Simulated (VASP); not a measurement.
# TePt: structure and properties in VASP

Aim: relax TePt with PBEsol, compute its properties on that cell and hold them against experiment. The steps: full relaxation (PBEsol), density, ELF and potential (PBEsol), bands along the symmetry lines (PBEsol), density of states (PBEsol), vibrations at Γ (PBEsol), independent-particle dielectric function (PBEsol), volume scan with PBEsol and fit for PBEsol. The start is a cell from a database of measured crystal structures.

Method: PBEsol; plane waves and PAW (Te, Pt), in VASP 6.6.1.

**Measured values to reproduce.**

“Electronic and topological properties of the van der Waals layered superconductor PtTe” (2022, arxiv:2203.06655) reports for PtTe, ZrCl-type rhombohedral, by single crystal x-ray diffraction (flux-grown crystal, 200 K): lattice constant a (a, hexagonal setting) 3.9612 ± 0.0004 Å; lattice constant c (c, hexagonal setting) 19.815 ± 0.002 Å.

The database entry behind the starting cell differs from later determinations by our own check (c about 0.8 % long), so it need not match the best structure at ambient conditions.

**1. The structure**

Before any relaxation, the start is as follows. It takes space group R-3m (No. 166, trigonal). Conventional cell: a = 3.963 Å, b = 3.963 Å, c = 19.983 Å, α = 90.00°, β = 90.00°, γ = 120.00°. Nearest to Te lie 3 Pt at 2.59 Å. Nearest to Pt lie 3 Te at 2.59 Å and 3 Pt at 2.72 Å. Farther neighbours and most contacts between anions are not listed.

As a file:

```
Te Pt
1.0
     1.98157    1.14406    6.66103
    -1.98157    1.14406    6.66103
     0.00000   -2.28812    6.66103
Te Pt
2 2
Direct
  0.59800 0.59800 0.59800
  0.40200 0.40200 0.40200
  0.87033 0.87033 0.87033
  0.12967 0.12967 0.12967
```

**2. Full relaxation (PBEsol)**

The start need not lie at this functional's minimum. ISIF = 3 frees volume, shape and positions, and EDIFFG sets the threshold on forces and stress at which the search stops. PBEsol restores the gradient expansion of exchange and is tuned for the cells of solids.

Contents of INCAR:

```
SYSTEM = TePt
PREC = Accurate
ENCUT = 400
EDIFF = 1E-06
NELM = 100
ISMEAR = 0
SIGMA = 0.05
LREAL = .FALSE.
ALGO = Normal
GGA = PS
NBANDS = 22
LASPH = .TRUE.
LORBIT = 11
LWAVE = .FALSE.
LCHARG = .FALSE.
KPAR = 4
IBRION = 2
NSW = 60
ISIF = 3
EDIFFG = -0.01
```

Contents of POSCAR:

```
TePt
1.0
    1.9815661262      1.1440577364      6.6610334788
   -1.9815661262      1.1440577364      6.6610334788
    0.0000000000     -2.2881154728      6.6610334788
Te Pt
2 2
Direct
    0.5980000000      0.5980000000      0.5980000000
    0.4020000000      0.4020000000      0.4020000000
    0.8703333333      0.8703333333      0.8703333333
    0.1296666667      0.1296666667      0.1296666667
```

Contents of KPOINTS:

```
Automatic mesh
0
Gamma
7 7 7
0 0 0
```

PAW data sets: Te and Pt (PBE family, release 64).

Launch:

```
> mpirun -np 4 vasp_std
```

The log of the run:

```text
[banner, memory and clock lines left out]
running    4 mpi-ranks, on    1 nodes
 distrk:  each k-point on    1 cores,    4 groups
 distr:  one band on    1 cores,    1 groups

 POSCAR found type information on POSCAR TePt
 POSCAR found :  2 types and       4 ions
|                                                                             |
|               ----> ADVICE to this user running VASP <----                  |
|                                                                             |
|     You enforced a specific xc type in the INCAR file but a different       |
|     [... a line on the potential file left out ...]
|     I HOPE YOU KNOW WHAT YOU ARE DOING!                                     |
|                                                                             |

 LDA part: xc-table for (Slater+PW92), standard interpolation
 POSCAR, INCAR and KPOINTS ok, starting setup
 FFT: planning ... GRIDC
 FFT: planning ... GRID_SOFT
 FFT: planning ... GRID
 WAVECAR not read
 entering main loop
       N       E                     dE             d eps       ncg     rms          rms(c)
DAV:   1     0.141186131109E+03    0.14119E+03   -0.12156E+04  1936   0.104E+03
DAV:   2    -0.167894226748E+02   -0.15798E+03   -0.14782E+03  2392   0.215E+02
DAV:   3    -0.230325469039E+02   -0.62431E+01   -0.61337E+01  2368   0.430E+01
DAV:   4    -0.231228477636E+02   -0.90301E-01   -0.90260E-01  2308   0.574E+00
DAV:   5    -0.231246387742E+02   -0.17910E-02   -0.17909E-02  2362   0.765E-01    0.164E+01
DAV:   6    -0.225263998295E+02    0.59824E+00   -0.20025E+00  2122   0.116E+01    0.926E+00
DAV:   7    -0.224052666946E+02    0.12113E+00   -0.40253E-01  2002   0.561E+00    0.318E+00
DAV:   8    -0.223609623213E+02    0.44304E-01   -0.13093E-01  2134   0.304E+00    0.114E+00
DAV:   9    -0.223603863466E+02    0.57597E-03   -0.13019E-02  2240   0.707E-01    0.449E-01
DAV:  10    -0.223598210338E+02    0.56531E-03   -0.32602E-03  2212   0.393E-01    0.102E-01
DAV:  11    -0.223597855302E+02    0.35504E-04   -0.17847E-04  2258   0.814E-02    0.485E-02
DAV:  12    -0.223597854190E+02    0.11117E-06   -0.17087E-05  2286   0.289E-02    0.386E-02
DAV:  13    -0.223597842778E+02    0.11412E-05   -0.25885E-06  1738   0.126E-02    0.131E-02
DAV:  14    -0.223597838410E+02    0.43682E-06   -0.12425E-06  1208   0.721E-03
   1 F= -.22359784E+02 E0= -.22358492E+02  d E =-.223598E+02
 curvature:   0.00 expect dE= 0.000E+00 dE for cont linesearch  0.000E+00
 trial: gam= 0.00000 g(F)=  0.250E-02 g(S)=  0.342E-02 ort = 0.000E+00 (trialstep = 0.100E+01)
 search vector abs. value=  0.593E-02
 bond charge predicted
       N       E                     dE             d eps       ncg     rms          rms(c)
DAV:   1    -0.223927263103E+02   -0.32942E-01   -0.11203E+00  1960   0.698E+00    0.120E+00
DAV:   2    -0.223659500058E+02    0.26776E-01   -0.14001E-01  1978   0.329E+00    0.643E-01
DAV:   3    -0.223617030953E+02    0.42469E-02   -0.97797E-03  2062   0.891E-01    0.254E-01
DAV:   4    -0.223610963793E+02    0.60672E-03   -0.26009E-03  2152   0.233E-01    0.118E-01
DAV:   5    -0.223609705079E+02    0.12587E-03   -0.43604E-04  2148   0.138E-01    0.119E-01
DAV:   6    -0.223609889660E+02   -0.18458E-04   -0.10412E-04  2158   0.559E-02    0.551E-02
DAV:   7    -0.223609836140E+02    0.53520E-05   -0.12951E-05  2014   0.275E-02    0.369E-02
DAV:   8    -0.223609840045E+02   -0.39044E-06   -0.17034E-06  1466   0.812E-03
   2 F= -.22360984E+02 E0= -.22359679E+02  d E =-.120016E-02
[...]
3 F= -.22361672E+02 E0= -.22360369E+02  d E =-.188774E-02
[...]
4 F= -.22362771E+02 E0= -.22361419E+02  d E =-.109973E-02
[...]
5 F= -.22362799E+02 E0= -.22361450E+02  d E =-.112746E-02
[...]
6 F= -.22362951E+02 E0= -.22361613E+02  d E =-.152431E-03
[...]
7 F= -.22363167E+02 E0= -.22361862E+02  d E =-.368238E-03
[...]
8 F= -.22363137E+02 E0= -.22361850E+02  d E =0.306671E-04
 trial-energy change:    0.000031  1 .order    0.000047   -0.000167    0.000260
 step:   0.4854(harm=  0.4255)  dis= 0.00056  next Energy=   -22.363206 (dE=-0.387E-04)
 bond charge predicted
       N       E                     dE             d eps       ncg     rms          rms(c)
DAV:   1    -0.223639062096E+02   -0.76884E-03   -0.13513E-02  2002   0.877E-01    0.166E-01
DAV:   2    -0.223633175273E+02    0.58868E-03   -0.27160E-03  1996   0.480E-01    0.893E-02
DAV:   3    -0.223632252032E+02    0.92324E-04   -0.20149E-04  2020   0.127E-01    0.356E-02
DAV:   4    -0.223632120443E+02    0.13159E-04   -0.52764E-05  2092   0.329E-02    0.157E-02
DAV:   5    -0.223632086136E+02    0.34308E-05   -0.86806E-06  2148   0.194E-02    0.158E-02
DAV:   6    -0.223632083119E+02    0.30172E-06   -0.24933E-06  1884   0.897E-03
   9 F= -.22363208E+02 E0= -.22361911E+02  d E =-.410356E-04
 curvature:  -0.36 expect dE=-0.863E-05 dE for cont linesearch -0.136E-05
 trial: gam= 0.00000 g(F)=  0.123E-04 g(S)=  0.115E-04 ort =-0.314E-04 (trialstep = 0.967E+00)
 search vector abs. value=  0.238E-04
 reached required accuracy - stopping structural energy minimisation
```

The job ended after 2.4 min (4 MPI ranks of AMD EPYC 9R45, shared host; peak memory 1.4 GiB).

Lines that name or quote the potential files are left out of all logs, and their timing lines are given in words.

Parts of OUTCAR (step 2):

```text
ion  position               nearest neighbor table
   1  0.598  0.598  0.598-   3 2.59   3 2.59   3 2.59   4 3.54   4 3.54   4 3.54   2 3.57   2 3.57
                             2 3.57
   2  0.402  0.402  0.402-   4 2.59   4 2.59   4 2.59   3 3.54   3 3.54   3 3.54   1 3.57   1 3.57
                             1 3.57
   3  0.870  0.870  0.870-   1 2.59   1 2.59   1 2.59   4 2.72   4 2.72   4 2.72   2 3.54   2 3.54
                             2 3.54
   4  0.130  0.130  0.130-   2 2.59   2 2.59   2 2.59   3 2.72   3 2.72   3 2.72   1 3.54   1 3.54
                             1 3.54

  LATTYP: Found a trigonal (rhomboedric) cell.
 ALAT       =     7.0430703122
 COS(alpha) =     0.8416846276

 Subroutine GETGRP returns: Found 12 space group operations
 (whereof 12 operations were pure point group operations)

The static configuration has the point symmetry D_3d.

 Found     44 irreducible k-points:

   k-points           NKPTS =     44   k-points in BZ     NKDIM =     44   number of bands    NBANDS=     22

   dimension x,y,z NGX =    48 NGY =   48 NGZ =   48
   dimension x,y,z NGXF=    96 NGYF=   96 NGZF=   96

   ENCUT  =  400.0 eV  29.40 Ry    5.42 a.u.  11.49 11.49 11.49*2*pi/ulx,y,z

   NELECT =      32.0000    total number of electrons

 k-points in reciprocal lattice and weights: Automatic mesh
   0.00000000  0.00000000  0.00000000       0.003
   0.14285714 -0.00000000  0.00000000       0.017
   0.28571429 -0.00000000  0.00000000       0.017
   0.42857143 -0.00000000  0.00000000       0.017
   0.14285714  0.14285714  0.00000000       0.017
   0.28571429  0.14285714  0.00000000       0.035
   0.42857143  0.14285714  0.00000000       0.035
  -0.42857143  0.14285714  0.00000000       0.035
  -0.28571429  0.14285714 -0.00000000       0.035
[...]
0.42857143  0.42857143  0.42857143       0.006
  -0.42857143  0.42857143  0.42857143       0.017

 average (electrostatic) potential at core
       1 -86.3662       2 -86.3662       3 -65.4215       4 -65.4215

 E-fermi :   8.3683

 k-point     1 :       0.0000    0.0000    0.0000
  band No.  band energies     occupation
    ...
      9       5.3665      2.00000
     10       5.3665      2.00000
     11       6.4710      2.00000
     12       6.4710      2.00000
     13       6.6921      2.00000
     14       9.0642      0.00000
     15       9.0642      0.00000
     16       9.3082      0.00000
     17       9.6500      0.00000
     18      11.3004      0.00000
    ...

 k-point     2 :       0.1429   -0.0000    0.0000
  band No.  band energies     occupation
    ...
     10       5.0716      2.00000
     11       6.4235      2.00000
     12       6.4758      2.00000
     13       6.7512      2.00000
     14       7.6259      2.00000
     15       8.9633      0.00000
     16       9.4129      0.00000
     17      10.0017      0.00000
     18      10.7641      0.00000
     19      10.8612      0.00000
    ...

 k-point     3 :       0.2857   -0.0000    0.0000
  band No.  band energies     occupation
    ...
     11       5.9807      2.00000
     12       6.2250      2.00000
     13       6.4528      2.00000
     14       6.6523      2.00000
     15       7.4221      2.00000
     16       8.5802      0.00000
     17       9.5244      0.00000
     18       9.9388      0.00000
     19      11.7696      0.00000
     20      12.4953      0.00000
    ...

  Total        0.0199105      0.0199105      0.0125533      0.0000000      0.0000000     -0.0000000
  in kB        0.3554435      0.3554435      0.2241026      0.0000000      0.0000000     -0.0000000
  external PRESSURE =       0.3116632 kB  Pullay stress =       0.0000000 kB

  energy-cutoff  :      400.00
  volume of cell :       89.75
      direct lattice vectors                 reciprocal lattice vectors
     1.977261922  1.141572703  6.626783334     0.252874945  0.145997418  0.050300925
    -1.977261922  1.141572703  6.626783334    -0.252874945  0.145997418  0.050300925
     0.000000000 -2.283145406  6.626783334     0.000000000 -0.291994835  0.050300925

 POSITION                                       TOTAL-FORCE (eV/Angst)
 -----------------------------------------------------------------------------------
      0.00000      0.00000     11.90293         0.000000      0.000000      0.008856
      0.00000      0.00000      7.97742        -0.000000      0.000000     -0.008856
      0.00000      0.00000     17.29685        -0.000000      0.000000     -0.007006
      0.00000      0.00000      2.58350         0.000000     -0.000000      0.007006
 -----------------------------------------------------------------------------------
    total drift:                               -0.000000     -0.000000      0.000000

  FREE ENERGIE OF THE ION-ELECTRON SYSTEM (eV)
  ---------------------------------------------------
  free  energy   TOTEN  =       -22.3632083119 eV

  energy  without entropy=      -22.3606146793  energy(sigma->0) =      -22.36191150

 reached required accuracy - stopping structural energy minimisation

 total charge
# of ion       s       p       d       tot
------------------------------------------
    1        1.392   1.846   0.091   3.328
    2        1.392   1.846   0.091   3.328
    3        0.685   0.595   8.138   9.418
    4        0.685   0.595   8.138   9.418
--------------------------------------------------
tot          4.153   4.882  16.457  25.492

[... 3 further parts left out ...]
```

CONTCAR:

```
TePt
   1.00000000000000
     1.9772619221767480    1.1415727030483884    6.6267833342766620
    -1.9772619221767480    1.1415727030483884    6.6267833342766620
     0.0000000000000000   -2.2831454060967769    6.6267833342766620
  Te              Pt
     2     2
Direct
     0.5987281417257643    0.5987281417257643    0.5987281417257643
     0.4012718582742355    0.4012718582742355    0.4012718582742355
     0.8700474102697786    0.8700474102697786    0.8700474102697786
     0.1299525897302213    0.1299525897302213    0.1299525897302213
```

The k-mesh is coarse for a metal. The bonds form layers, held to each other by dispersion, which PBEsol lacks, so the spacing between them is unreliable. The PAW data sets were made with PBE, which is usual practice but a small mismatch for other functionals. The run keeps the 12 symmetry operations of its start, so it cannot find a distortion of lower symmetry.

Step by step:

```csv
step,energy less that of the first step (eV),largest force (eV/Å),pressure (GPa),volume (Å³)
1,0.0000,0.1458,-0.54,90.60
2,-0.0012,0.1422,0.79,89.60
3,-0.0019,0.1146,0.29,89.97
4,-0.0030,0.0463,-0.07,90.01
5,-0.0030,0.0305,-0.02,90.01
6,-0.0032,0.0214,-0.05,89.97
7,-0.0034,0.0048,-0.11,89.86
8,-0.0034,0.0213,0.20,89.61
9,-0.0034,0.0089,0.03,89.75
```

```
conventional cell, symmetrised  before   after  change
                         a (Å)   3.963   3.955  -0.2 %
                         b (Å)   3.963   3.955  -0.2 %
                         c (Å)  19.983  19.880  -0.5 %
              volume (Å³/atom)   22.65   22.44  -0.9 %
```

The atoms that moved most (Å, as changes of fractional coordinates times the final cell):

```
atom     dx     dy      dz  length
 Te2  0.000  0.000  -0.014   0.014
 Te1  0.000  0.000   0.014   0.014
 Pt4  0.000  0.000   0.006   0.006
 Pt3  0.000  0.000  -0.006   0.006
```

The relaxed structure:

```xyz
4
Lattice="1.9773 1.1416 6.6268 -1.9773 1.1416 6.6268 0.0000 -2.2831 6.6268" Properties=species:S:1:pos:R:3 pbc="T T T"
Te    0.0000    0.0000   11.9029
Te    0.0000    0.0000    7.9774
Pt    0.0000    0.0000   17.2968
Pt    0.0000    0.0000    2.5835
```

Numbers from this step:

```yaml
electrons: 32
bands: 22
irreducible_k_points: 44
symmetry_operations: 12
free_energy_toten: -22.36 eV
energy_at_zero_smearing: -22.36 eV
fermi_energy: 8.368 eV
pressure: 0.03117 GPa
metallic: yes
scf_cycles_over_all_ionic_steps: 62
```

It ends with a largest force of 0.009 eV/Å and a pressure of 0.03 GPa. The volume lies -0.9 % from that of the database's start, which holds the thermal and zero-point expansion of its experiment.

(Continued in part 2 of 6.)

[Lines on the potential files, build, host, timing and source positions are cut from VASP's logs without a mark.]

[Logs are printed without paths, hosts, clocks, repeated set-up lines and the standing remarks that a program may print on its own settings, such as how far it seeks lower states.]

[Hosts, paths, dates, database ids (printed as entryN), source tags and the programs' standing remarks are cut or masked in the printed files.]

[A measured line is paired with the nearest computed mode of its activity, which favours agreement.]
